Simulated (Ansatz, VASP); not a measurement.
# Cross-check of H24C131 (C(110) slab, H on the bottom face, stepped) between VASP and Ansatz

Aim: how closely do two programs agree when they are given the same cell, functional and k mesh? The structure shown is the start of the Ansatz relaxation below; VASP solves that cell, so the two are compared at the walk's first step.

Program: Ansatz 0.2.0. Level of theory: plane waves, with VASP 6.6.1 beside it; single point at PBE with D3(BJ). Results are calculated unless marked as measured.

## 1. The structure

The cell holds 155 atoms: 131 C and 24 H. Its edges and angles: a = 10.089 Å, b = 10.701 Å, c = 17.196 Å, α = 90.0°, β = 90.0°, γ = 90.0°. It derives from C (diamond-structure). As first built, before any earlier steps moved the atoms (in the runner's words): diamond-structure C (a = 3.567 A), (110) slab of 6 atomic planes, 4 x 3 surface cells, H on the broken bonds of the bottom face; the top repeat layer removed from half of the cell (two steps); displaced by a Gaussian of 0.02 A. Vacuum lies along c. Nearest the centre at fractional (0.371, 0.586, 0.710): C99 at 1.50 Å, C87 at 1.54 Å, C57 at 2.47 Å, C98 at 2.49 Å, C55 at 2.52 Å, C86 at 2.53 Å, C88 at 2.54 Å, C120 at 2.55 Å.

## 2. Ansatz: relaxation, PBE with D3(BJ)

Ansatz runs on its PAW soft_1 files.

The two programs are compared at the cell with which this relaxation starts, whose forces are those of its first step.

input.yaml

```yaml
crystal:
  lattice:
    - [10.08899955396966, 0.0, 0.0]
    - [0.0, 10.701000000000002, 0.0]
    - [0.0, 0.0, 17.19560599444226]
  atoms:
    - { symbol: C, position: [0.871960493483454, 0.1709101966486393, 0.3433537345153803] }
    - { symbol: C, position: [0.0006645556402792244, 0.08151948104699593, 0.342225230704529] }
    - { symbol: C, position: [0.9959661331453951, 0.002154816542570976, 0.4160229950432942] }
    - { symbol: C, position: [0.8753155192008866, 0.25286531403491314, 0.4163173949352352] }
    - { symbol: C, position: [0.8751837597004034, 0.16563259834513078, 0.48777147848386915] }
    - { symbol: C, position: [1.0453679597384569e-05, 0.08638318383752822, 0.48896270883841686] }
    - { symbol: C, position: [0.9999486446313497, 0.0003060283136426964, 0.5611933389411136] }
    - { symbol: C, position: [0.8737799900506743, 0.24837705527119291, 0.5618277736333177] }
    - { symbol: C, position: [0.8753155630912393, 0.16914414241992032, 0.6359976340160747] }
    - { symbol: C, position: [0.002066319563335116, 0.08262197771560703, 0.6377485383380554] }
    - { symbol: C, position: [0.9973864824436296, 0.0021115534764722817, 0.7100274842334271] }
    - { symbol: C, position: [0.12323763158528618, 0.17154919100653696, 0.3433881271378714] }
    - { symbol: C, position: [0.24864930920557157, 0.08671423804852779, 0.34206689752333763] }
    - { symbol: C, position: [0.2501136345826328, 0.9988360067812615, 0.41626802225705906] }
    - { symbol: C, position: [0.12382720934824373, 0.2525340536421136, 0.41519833107702014] }
    - { symbol: C, position: [0.1271426197164663, 0.16836193754693662, 0.4903811011408332] }
    - { symbol: C, position: [0.2510570887859689, 0.08197150891607995, 0.48934721780134915] }
    - { symbol: C, position: [0.2485081020010049, 0.999540738317247, 0.5651555776804541] }
    - { symbol: C, position: [0.12324874183782336, 0.2523889122425217, 0.5625220658319618] }
    - { symbol: C, position: [0.1228751229990819, 0.1674660958502426, 0.637276510095063] }
    - { symbol: C, position: [0.2498330534346995, 0.08372615500607442, 0.6362623000714515] }
    - { symbol: C, position: [0.2486650843031903, 0.0020456739439869793, 0.7060343794466348] }
    - { symbol: C, position: [0.12723653265364976, 0.24926196998144684, 0.7088851666189746] }
    - { symbol: C, position: [0.8734814766557085, 0.5007632302133846, 0.34207377096384195] }
    - { symbol: C, position: [0.9979529003237108, 0.41811094243749286, 0.34501961143194615] }
    - { symbol: C, position: [0.9969781426198157, 0.3365295993251409, 0.41494114116566416] }
    - { symbol: C, position: [0.8743702158445897, 0.5866352299504425, 0.41536126168725007] }
    - { symbol: C, position: [0.8743021806130258, 0.49789062958117475, 0.4890956209925479] }
    - { symbol: C, position: [0.9992150922315296, 0.4170151324227342, 0.4876172297165779] }
    - { symbol: C, position: [0.9988584007508164, 0.33113509394394214, 0.5644207591105449] }
[... 22 lines left out ...]
[... 4 lines left out ...]
[... 68 lines left out ...]
    - { symbol: C, position: [0.7477449232144858, 0.6669349848737228, 0.41638992033390637] }
    - { symbol: C, position: [0.6246035999746593, 0.9116085231189573, 0.4163234419362853] }
    - { symbol: C, position: [0.6286296480383162, 0.8349255387247141, 0.49099181039020356] }
    - { symbol: C, position: [0.7508034216752919, 0.7483560936329445, 0.4885918202532306] }
    - { symbol: C, position: [0.7490561786476491, 0.6627610709764575, 0.5620602115874375] }
    - { symbol: C, position: [0.6224701279610791, 0.9155033318683703, 0.5631822478907866] }
    - { symbol: C, position: [0.6224521492189489, 0.8361570863771002, 0.6355517213058058] }
    - { symbol: C, position: [0.7521203102053529, 0.7521373417987485, 0.6355971629330662] }
    - { symbol: H, position: [0.8753823386480485, 0.2235580383882401, 0.2904720380940145] }
    - { symbol: H, position: [0.9987452022771325, 0.025319540098869654, 0.29127024018909214] }
    - { symbol: H, position: [0.12345952217248754, 0.22489137276717172, 0.29095572310761525] }
    - { symbol: H, position: [0.24813943777402367, 0.026853988389231486, 0.29143319743764823] }
    - { symbol: H, position: [0.8762676562745407, 0.5573174971355658, 0.28956606889819286] }
    - { symbol: H, position: [0.9950859032004564, 0.36132925448376657, 0.29069907344877743] }
    - { symbol: H, position: [0.3729911871687045, 0.2268523044455349, 0.293217642842162] }
    - { symbol: H, position: [0.4995442650219015, 0.024573714352739754, 0.28900774327902384] }
    - { symbol: H, position: [0.12855863901772832, 0.5608357381142355, 0.28896743246033896] }
    - { symbol: H, position: [0.2517207690081462, 0.3603779760113463, 0.2902809424869261] }
    - { symbol: H, position: [0.87568260436309, 0.891993037932595, 0.2908662658303724] }
    - { symbol: H, position: [0.9997591107674342, 0.6911684786446741, 0.28914010802291584] }
    - { symbol: H, position: [0.6277825311784122, 0.22838529325480444, 0.29065570718443134] }
    - { symbol: H, position: [0.7476664516131138, 0.02533406914018705, 0.29190377860716454] }
    - { symbol: H, position: [0.37728042468000966, 0.5594453869782915, 0.2928416960894008] }
    - { symbol: H, position: [0.5011536651968649, 0.3590860284577452, 0.2899433514693062] }
    - { symbol: H, position: [0.12667881303836195, 0.8934989796754276, 0.2910114334304139] }
    - { symbol: H, position: [0.251992959208437, 0.6894015425227464, 0.2905320131171718] }
    - { symbol: H, position: [0.6251626463233763, 0.5590065321031348, 0.2905374494971189] }
    - { symbol: H, position: [0.7514392092425306, 0.3595538782778345, 0.29104144023913303] }
    - { symbol: H, position: [0.3730209105448016, 0.8939384078697769, 0.29168982348073047] }
    - { symbol: H, position: [0.5010704623695544, 0.6954747286885873, 0.2907295354412699] }
    - { symbol: H, position: [0.6267587060685053, 0.8927741922808572, 0.29185095211025325] }
    - { symbol: H, position: [0.7479055809333651, 0.6928993265620026, 0.2913972590107951] }
basis:
  ecutwfc: 420.0
kpoints:
  mp_grid:
    grid: [1, 1, 1]
hamiltonian:
  xc: pbe
  dispersion: d3bj
  pseudopotentials:
    kind: paw
    xc_functional: pbe
    azcp:
      folder: "./paw"
scf:
  occupations:
    method: gaussian
    width: 0.025
relax:
  f_tol: 0.05
  max_steps: 114
  constraints:
    - { sites: [0, 1, 2, 3, 11, 12, 13, 14, 23, 24, 25, 26, 34, 35, 36, 37, 45, 46, 47, 48, 57, 58, 59, 60, 68, 69, 70, 71, 78, 79, 80, 88, 89, 90, 91, 100, 101, 102, 110, 111, 112, 121, 122, 123, 124, 131, 132, 133, 134, 135, 136, 137, 138, 139, 140, 141, 142, 143, 144, 145, 146, 147, 148, 149, 150, 151, 152, 153, 154], fix: xyz }
output:
  forces: true
```

Command:

```sh
python local_change.py
```

## 3. VASP: single point, PBE with D3(BJ), start cell

The same cell, functional, mesh and smearing now go to VASP, with its own data sets.

Lines of VASP's logs that name or quote its potential files are left out, and so is its time.

INCAR

```
SYSTEM = H24C131
PREC = Accurate
ENCUT = 520
EDIFF = 1E-06
NELM = 120
ISMEAR = 0
SIGMA = 0.025
LREAL = Auto
ALGO = Normal
GGA = PE
IVDW = 12
NBANDS = 382
LORBIT = 11
LWAVE = .FALSE.
LCHARG = .FALSE.
ISIF = 2
LASPH = .TRUE.
GGA_COMPAT = .FALSE.
EFERMI = MIDGAP
```

POSCAR

```
H24C131
1.0
   10.0890000000      0.0000000000      0.0000000000
    0.0000000000     10.7010000000      0.0000000000
    0.0000000000      0.0000000000     17.1956060000
C H
131 24
Direct
    0.8719595599      0.1709092608      0.3433551571
    0.0006640896      0.0815157462      0.3422269619
[... 19 atom lines left out ...]
    0.2486668649      0.0020465377      0.7060350185
    0.1272375855      0.2492664237      0.7088845837
[... 9 atom lines left out ...]
    0.9997522054      0.4206055509      0.6351215537
    0.0008028546      0.3349967293      0.7098732083
[... 7 atom lines left out ...]
    0.3751511547      0.2505092982      0.5613934164
    0.3738229755      0.1686104102      0.6333420294
[... 1 atom line left out ...]
    0.3757755972      0.2520885899      0.7084426103
[... 4 atom lines left out ...]
    0.1237981961      0.5001308289      0.4877466953
    0.2494201606      0.4191383983      0.4896367130
    0.2526216672      0.3391925988      0.5611898761
    0.1230151650      0.5832071769      0.5620040375
    0.1248290217      0.5028969255      0.6366684605
    0.2514818119      0.4167834782      0.6361567019
    0.2477054217      0.3345575180      0.7094196041
    0.1257309942      0.5831324175      0.7099197318
[... 6 atom lines left out ...]
    0.9989295272      0.6622745538      0.5598290633
[... 2 atom lines left out ...]
    0.0008722371      0.7517615176      0.6355286345
    0.0008623253      0.6645827493      0.7086519661
[... 14 atom lines left out ...]
    0.3759143622      0.4992710962      0.4911952507
    0.5015165031      0.4163909915      0.4892645249
    0.4998513232      0.3341089618      0.5627251520
    0.3745168005      0.5834034202      0.5628007527
    0.3743483001      0.5042893188      0.6359647924
    0.4997720289      0.4192972619      0.6368429237
[... 5 atom lines left out ...]
    0.2510952523      0.7509111298      0.4904566899
    0.2513133115      0.6684608915      0.5626146587
    0.1247497274      0.9166806840      0.5634869745
    0.1214590148      0.8338099243      0.6354181411
    0.2520864308      0.7522661434      0.6362148563
    0.2477351571      0.6656106906      0.7087624594
    0.1259688770      0.9152415662      0.7090706777
[... 4 atom lines left out ...]
    0.6234215482      0.5010466312      0.4873163528
[... 2 atom lines left out ...]
    0.6254435524      0.5832819363      0.5623878565
    0.6231341065      0.5007382488      0.6348540435
    0.7486866885      0.4172039996      0.6352146008
[... 4 atom lines left out ...]
    0.3778768956      0.8338566489      0.4899914548
    0.4967885816      0.7523502476      0.4881828532
    0.4988502329      0.6663863190      0.5620912691
    0.3764991575      0.9192505373      0.5620912691
    0.3767766875      0.8349313148      0.6363020879
    0.5011993260      0.7509671993      0.6352378625
    0.3760333036      0.9136529296      0.7107513396
[... 6 atom lines left out ...]
    0.7490534245      0.6627604897      0.5620621919
[... 1 atom line left out ...]
    0.6224501933      0.8361554995      0.6355518962
    0.7521161661      0.7521353145      0.6355984197
[... 23 atom lines left out ...]
    0.7479036574      0.6928978600      0.2914000239
```

KPOINTS

```
Automatic mesh
0
Gamma
1 1 1
0 0 0
```

The projector-augmented-wave data sets are C and H (PBE family, release 64).

Command:

```sh
export OMP_NUM_THREADS=3
mpirun -np 1 vasp_gam
```

What it wrote:

```text
[banner, memory and clock lines left out]
running    1 mpi-ranks, on    1 nodes
[...]
Offloading initialized ...    1 GPUs detected
[...]
LDA part: xc-table for (Slater+PW92), standard interpolation
 POSCAR, INCAR and KPOINTS ok, starting setup
[...]
entering main loop
       N       E                     dE             d eps       ncg     rms          rms(c)
DAV:   1     0.517921562387E+04    0.51792E+04   -0.28971E+05   764   0.135E+03
DAV:   2    -0.638922921932E+03   -0.58181E+04   -0.55199E+04  1090   0.331E+02
DAV:   3    -0.125316777099E+04   -0.61424E+03   -0.60433E+03   952   0.111E+02
DAV:   4    -0.127488095726E+04   -0.21713E+02   -0.21623E+02  1016   0.229E+01
[...]
DAV:  35    -0.122103539885E+04   -0.58239E-05   -0.34412E-07   632   0.504E-04    0.289E-04
DAV:  36    -0.122103540127E+04   -0.24154E-05   -0.12817E-07   632   0.326E-04    0.146E-04
DAV:  37    -0.122103540164E+04   -0.37414E-06   -0.45278E-08   632   0.209E-04
   1 F= -.12422689E+04 E0= -.12422630E+04  d E =-.118304E-01
```

Parts of OUTCAR (step 3):

```text
  FREE ENERGIE OF THE ION-ELECTRON SYSTEM (eV)
  ---------------------------------------------------
  free  energy   TOTEN  =     -1242.2689246896 eV

  energy  without entropy=    -1242.2570942680  energy(sigma->0) =    -1242.26300948
```

## 4. Side by side

Known differences besides the potentials themselves: the cutoff is 420 eV in Ansatz and 520 eV in VASP (PREC = Accurate, projectors in real space). Total energies have different zeros and are not compared.

Forces on 8 of the 155 atoms, those with the largest forces and the largest differences (eV/Å; atoms numbered as in POSCAR):

```csv
atom,"Ansatz x, y, z","VASP x, y, z"
C11,"3.287, -3.932, -1.693","3.281, -3.952, -1.661"
C22,"2.713, -5.318, 0.426","2.732, -5.317, 0.468"
C23,"-3.295, 4.989, -0.791","-3.316, 4.982, -0.766"
C56,"3.256, -4.758, -1.615","3.273, -4.745, -1.592"
C57,"-0.215, 4.840, -2.399","-0.218, 4.811, -2.366"
C100,"-2.816, 4.872, -0.968","-2.829, 4.864, -0.947"
C121,"-3.032, 4.200, -2.129","-3.025, 4.212, -2.101"
C130,"0.622, -5.254, -0.489","0.645, -5.253, -0.449"
```

The forces differ by 12 meV/Å r.m.s., which is 0.8 % of the r.m.s. force of 1.435 eV/Å (both taken over all components). With vacuum in the cell, a pressure given here is an average over mostly empty space and none of the material.

## 5. Results

- r.m.s. force difference (single point, PBE with D3(BJ), start cell): 0.81 % of the r.m.s. force

**Reading.** The r.m.s. force difference is 0.81 % of the r.m.s. force (single point, PBE with D3(BJ), start cell), within the 3 % picked in this series as the mark of a large difference. 1 further run of this series is not shown here. Such differences can come from data sets, numerical settings and the points named under the comparisons, not from the functional's error against experiment.

[Lines on the potential files, build, host, timing and source positions are cut from VASP's logs without a mark.]

[Logs are printed without paths, hosts, clocks, repeated set-up lines and the standing remarks that a program may print on its own settings, such as how far it seeks lower states.]

[Hosts, paths, dates, database ids (printed as entryN), source tags and the programs' standing remarks are cut or masked in the printed files.]
